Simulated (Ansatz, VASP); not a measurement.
# Cross-check of NaMgBr3 between VASP and Ansatz

One calculation is typed for both programs; each brings its own data sets. How far apart do they land? The cell is generated by rule, not measured, and may not be a known phase. The cell is taken from a series of runs on this material, whose earlier steps may have relaxed, scaled, displaced or heated it; both programs get it as it stands.

Method: plane waves, with VASP 6.6.1 beside it; relaxation of cell and atoms at PBE, in Ansatz 0.2.0.

The structure was built from a prototype and need not be the compound's stable phase.

## (1) The starting structure

It takes space group Cmcm (No. 63, orthorhombic). Conventional cell: a = 7.431 Å, b = 7.774 Å, c = 10.643 Å, α = 90.00°, β = 90.00°, γ = 90.00°. Na has 5 Br at 2.89 to 3.38 Å nearest. Nearest to Mg lie 6 Br at 2.66 to 2.69 Å. Nearest to Br lie 2 Mg at 2.66 Å and 1 Na at 2.89 Å. Nearest to Br lie 2 Mg at 2.69 Å and 2 Na at 3.38 Å. Farther neighbours and most contacts between anions are not listed.

Coordinates:

```xyz
10
Lattice="3.7153 -3.8868 0.0000 3.7153 3.8868 0.0000 0.0000 0.0000 10.6430" Properties=species:S:1:pos:R:3 pbc="T T T"
Na    3.7153    2.8910    7.9822
Na    3.7153   -2.8910    2.6607
Mg    3.7153    0.0000    0.0000
Mg    3.7153    0.0000    5.3215
Br    3.7153    0.0024    2.6607
Br    3.7153   -0.0024    7.9822
Br    1.8576    1.9434    0.0000
Br    1.8576    1.9434    5.3215
Br    1.8576   -1.9434    0.0000
Br    1.8576   -1.9434    5.3215
```

## (2) VASP: relaxation of cell and atoms, PBE

The relaxed volume is the usual yardstick between codes: in a stiff, nearly cubic crystal its relative difference is about their pressure difference at one cell divided by the bulk modulus.

Lines of VASP's logs that name or quote its potential files are left out, and so is its time.

File INCAR:

```
SYSTEM = NaMgBr3
PREC = Accurate
ENCUT = 600
EDIFF = 1E-07
NELM = 120
ISMEAR = 0
SIGMA = 0.01
LREAL = .FALSE.
ALGO = Normal
GGA = PE
NBANDS = 40
LORBIT = 11
LWAVE = .FALSE.
LCHARG = .FALSE.
ISIF = 3
IBRION = 2
NSW = 80
EDIFFG = -0.005
LASPH = .TRUE.
GGA_COMPAT = .FALSE.
NELMIN = 4
EFERMI = MIDGAP
KPAR = 2
```

File POSCAR:

```
NaMgBr3
1.0
    3.7152600000     -3.8868060000      0.0000000000
    3.7152600000      3.8868060000      0.0000000000
    0.0000000000      0.0000000000     10.6429540000
Na Mg Br
2 2 6
Direct
    0.1281023545      0.8718976455      0.7500000470
    0.8718976455      0.1281023545      0.2500000470
    0.5000000000      0.5000000000      0.0000000000
    0.5000000000      0.5000000000      0.5000000000
    0.4996973093      0.5003026907      0.2500000470
    0.5003026907      0.4996973093      0.7500000470
    0.0000000000      0.5000000000      0.0000000000
    0.0000000000      0.5000000000      0.5000000000
    0.5000000000      0.0000000000      0.0000000000
    0.5000000000      0.0000000000      0.5000000000
```

File KPOINTS:

```
Automatic mesh
0
Gamma
4 4 2
0 0 0
```

PAW data sets: Na_pv, Mg and Br (PBE family, release 64).

The run is started by

```sh
$ mpirun -np 2 vasp_std
```

Numbers of over 12 decimals in the logs are rounded to 6 here.

The program printed:

```text
[banner, memory and clock lines left out]
running    2 mpi-ranks, on    1 nodes
 distrk:  each k-point on    1 cores,    2 groups
 distr:  one band on    1 cores,    1 groups

 POSCAR found type information on POSCAR NaMgBr
 POSCAR found :  3 types and      10 ions
 LDA part: xc-table for (Slater+PW92), standard interpolation
 POSCAR, INCAR and KPOINTS ok, starting setup
 FFT: planning ... GRIDC
 FFT: planning ... GRID_SOFT
 FFT: planning ... GRID
 WAVECAR not read
 entering main loop
       N       E                     dE             d eps       ncg     rms          rms(c)
DAV:   1     0.517731550103E+03    0.51773E+03   -0.27307E+04  1120   0.146E+03
DAV:   2     0.324934528823E+02   -0.48524E+03   -0.46490E+03  1400   0.298E+02
DAV:   3    -0.286811089823E+02   -0.61175E+02   -0.60768E+02  1352   0.113E+02
DAV:   4    -0.305646265229E+02   -0.18835E+01   -0.18783E+01  1360   0.242E+01
DAV:   5    -0.306113479210E+02   -0.46721E-01   -0.46704E-01  1376   0.359E+00    0.518E+00
DAV:   6    -0.296069975246E+02    0.10044E+01   -0.14183E+00  1344   0.391E+00    0.315E+00
DAV:   7    -0.294026584698E+02    0.20434E+00   -0.79227E-01  1360   0.306E+00    0.150E+00
DAV:   8    -0.294089628952E+02   -0.63044E-02   -0.42978E-02  1328   0.114E+00    0.244E-01
DAV:   9    -0.294096398221E+02   -0.67693E-03   -0.12233E-03  1416   0.174E-01    0.123E-01
DAV:  10    -0.294114437913E+02   -0.18040E-02   -0.29477E-03  1152   0.268E-01    0.399E-02
DAV:  11    -0.294114384381E+02    0.53531E-05   -0.87920E-05  1424   0.479E-02    0.166E-02
DAV:  12    -0.294114623316E+02   -0.23894E-04   -0.30369E-05  1288   0.291E-02    0.559E-03
DAV:  13    -0.294114651131E+02   -0.27815E-05   -0.52022E-06  1360   0.108E-02    0.379E-03
DAV:  14    -0.294114651776E+02   -0.64524E-07   -0.67313E-07  1232   0.380E-03
   1 F= -.29411465E+02 E0= -.29411465E+02  d E =-.294115E+02
 curvature:   0.00 expect dE= 0.000E+00 dE for cont linesearch  0.000E+00
 trial: gam= 0.00000 g(F)=  0.377E-06 g(S)=  0.211E-03 ort = 0.000E+00 (trialstep = 0.100E+01)
 search vector abs. value=  0.212E-03
 bond charge predicted
       N       E                     dE             d eps       ncg     rms          rms(c)
DAV:   1    -0.294126008405E+02   -0.11357E-02   -0.21271E-02  1296   0.880E-01    0.173E-01
DAV:   2    -0.294117738637E+02    0.82698E-03   -0.13770E-03  1272   0.175E-01    0.716E-02
DAV:   3    -0.294116166184E+02    0.15725E-03   -0.51680E-04  1328   0.998E-02    0.285E-02
DAV:   4    -0.294116131557E+02    0.34627E-05   -0.93759E-06  1336   0.176E-02    0.111E-02
DAV:   5    -0.294116136866E+02   -0.53082E-06   -0.14134E-06  1320   0.663E-03    0.195E-03
DAV:   6    -0.294116132690E+02    0.41759E-06   -0.65666E-08   944   0.155E-03    0.103E-03
DAV:   7    -0.294116132476E+02    0.21418E-07   -0.18416E-08   904   0.103E-03
   2 F= -.29411613E+02 E0= -.29411613E+02  d E =-.148070E-03
 trial-energy change:   -0.000148  1 .order   -0.000142   -0.000212   -0.000072
 step:   1.3773(harm=  1.5148)  dis= 0.00011  next Energy=   -29.411627 (dE=-0.162E-03)
 reached required accuracy - stopping structural energy minimisation
```

From OUTCAR (step 2):

```text
ion  position               nearest neighbor table
   1  0.128  0.872  0.750-
   2  0.872  0.128  0.250-
   3  0.500  0.500  0.000-   6 2.66   5 2.66   7 2.69   9 2.69   9 2.69   7 2.69
   4  0.500  0.500  0.500-   5 2.66   6 2.66   8 2.69  10 2.69  10 2.69   8 2.69
   5  0.500  0.500  0.250-   4 2.66   3 2.66
   6  0.500  0.500  0.750-   3 2.66   4 2.66
   7  0.000  0.500  0.000-   3 2.69   3 2.69
   8  0.000  0.500  0.500-   4 2.69   4 2.69
   9  0.500  0.000  0.000-   3 2.69   3 2.69
  10  0.500  0.000  0.500-   4 2.69   4 2.69

  LATTYP: Found a base centered orthorhombic cell.
 ALAT       =     7.4305200000
 B/A-ratio  =     1.0461733499
 C/A-ratio  =     1.4323296351

 Subroutine GETGRP returns: Found  8 space group operations
 (whereof  4 operations were pure point group operations)

The static configuration has the point symmetry C_2h.
 The point group associated with its full space group is D_2h.

 Found     14 irreducible k-points:

   k-points           NKPTS =     14   k-points in BZ     NKDIM =     14   number of bands    NBANDS=     40

   dimension x,y,z NGX =    48 NGY =   48 NGZ =   90
   dimension x,y,z NGXF=    96 NGYF=   96 NGZF=  180

   ENCUT  =  600.0 eV  44.10 Ry    6.64 a.u.  10.74 10.74 21.26*2*pi/ulx,y,z

   NELECT =      60.0000    total number of electrons

 k-points in reciprocal lattice and weights: Automatic mesh
   0.00000000  0.00000000  0.00000000       0.031
   0.25000000  0.00000000  0.00000000       0.125
   0.50000000  0.00000000  0.00000000       0.062
   0.25000000  0.25000000  0.00000000       0.062
   0.50000000  0.25000000  0.00000000       0.125
  -0.25000000  0.25000000  0.00000000       0.062
   0.50000000  0.50000000  0.00000000       0.031
   0.00000000  0.00000000  0.50000000       0.031
   0.25000000  0.00000000  0.50000000       0.125
[...]
-0.25000000  0.25000000  0.50000000       0.062
   0.50000000  0.50000000  0.50000000       0.031

 average (electrostatic) potential at core
       1 -49.2811       2 -49.2811       3 -41.4111       4 -41.4111       5 -64.5111
       6 -64.5111       7 -64.3258       8 -64.3258       9 -64.3258      10 -64.3258

 E-fermi :   0.9653

 k-point     1 :       0.0000    0.0000    0.0000
  band No.  band energies     occupation
    ...
     26      -1.1286      2.00000
     27      -1.0083      2.00000
     28      -0.8984      2.00000
     29      -0.7289      2.00000
     30      -0.7228      2.00000
     31       2.2130      0.00000
     32       3.2183      0.00000
     33       4.4593      0.00000
     34       5.0231      0.00000
     35       5.5476      0.00000
    ...

 k-point     2 :       0.2500    0.0000    0.0000
  band No.  band energies     occupation
    ...
     26      -1.1769      2.00000
     27      -1.0514      2.00000
     28      -1.0496      2.00000
     29      -0.9518      2.00000
     30      -0.8130      2.00000
     31       3.1686      0.00000
     32       3.8183      0.00000
     33       4.9587      0.00000
     34       5.1399      0.00000
     35       6.1510      0.00000
    ...

 k-point     3 :       0.5000    0.0000    0.0000
  band No.  band energies     occupation
    ...
     26      -1.3909      2.00000
     27      -1.3571      2.00000
     28      -1.1044      2.00000
     29      -0.9981      2.00000
     30      -0.4767      2.00000
     31       4.3974      0.00000
     32       4.9575      0.00000
     33       5.0378      0.00000
     34       5.5996      0.00000
     35       6.2311      0.00000
    ...

  Total       -0.0410079     -0.0385220     -0.0422542      0.0000000      0.0000000      0.0000000
  in kB       -0.2141233     -0.2011429     -0.2206304      0.0000000      0.0000000      0.0000000
  external PRESSURE =      -0.2119655 kB  Pullay stress =       0.0000000 kB

  energy-cutoff  :      600.00
  volume of cell :      306.84
      direct lattice vectors                 reciprocal lattice vectors
     3.713198658 -3.884493651  0.000000000     0.134654794 -0.128716905  0.000000000
     3.713198658  3.884493651  0.000000000     0.134654794  0.128716905  0.000000000
     0.000000000  0.000000000 10.636583450     0.000000000  0.000000000  0.094015151

 POSITION                                       TOTAL-FORCE (eV/Angst)
 -----------------------------------------------------------------------------------
      3.71320      2.88932      7.97744         0.000000      0.003874      0.000000
      3.71320     -2.88932      2.65915         0.000000     -0.003874      0.000000
      3.71320      0.00000      0.00000         0.000000      0.000000      0.000000
      3.71320      0.00000      5.31829         0.000000      0.000000      0.000000
      3.71320      0.00243      2.65915         0.000000      0.003888      0.000000
      3.71320     -0.00243      7.97744         0.000000     -0.003888      0.000000
      1.85660      1.94225      0.00000         0.000000      0.000000      0.000000
      5.56980     -1.94225      5.31829         0.000000      0.000000      0.000000
      1.85660     -1.94225      0.00000        -0.000000      0.000000      0.000000
      1.85660     -1.94225      5.31829         0.000000      0.000000      0.000000
 -----------------------------------------------------------------------------------
    total drift:                                0.000000     -0.000000      0.000229

  FREE ENERGIE OF THE ION-ELECTRON SYSTEM (eV)
  ---------------------------------------------------
  free  energy   TOTEN  =       -29.4116132476 eV

  energy  without entropy=      -29.4116132476  energy(sigma->0) =      -29.41161325

 reached required accuracy - stopping structural energy minimisation

 total charge
# of ion       s       p       d       tot
------------------------------------------
    1        0.024   5.959   0.000   5.983
    2        0.024   5.959   0.000   5.983
    3        0.126   0.108   0.034   0.269
    4        0.126   0.108   0.034   0.269
    5        1.603   3.311   0.006   4.921
    6        1.603   3.311   0.006   4.921
    7        1.603   3.300   0.005   4.908
    8        1.603   3.300   0.005   4.908
    9        1.603   3.300   0.005   4.908
   10        1.603   3.300   0.005   4.908
--------------------------------------------------
tot          9.919  31.956   0.100  41.976

[... 3 further parts left out ...]
```

The run keeps the 8 symmetry operations of its start, so it cannot find a distortion of lower symmetry.

(Part 1 of 2 ends here.)

[Lines on the potential files, build, host, timing and source positions are cut from VASP's logs without a mark.]

[Logs are printed without paths, hosts, clocks, repeated set-up lines and the standing remarks that a program may print on its own settings, such as how far it seeks lower states.]

[Hosts, paths, dates, database ids (printed as entryN), source tags and the programs' standing remarks are cut or masked in the printed files.]
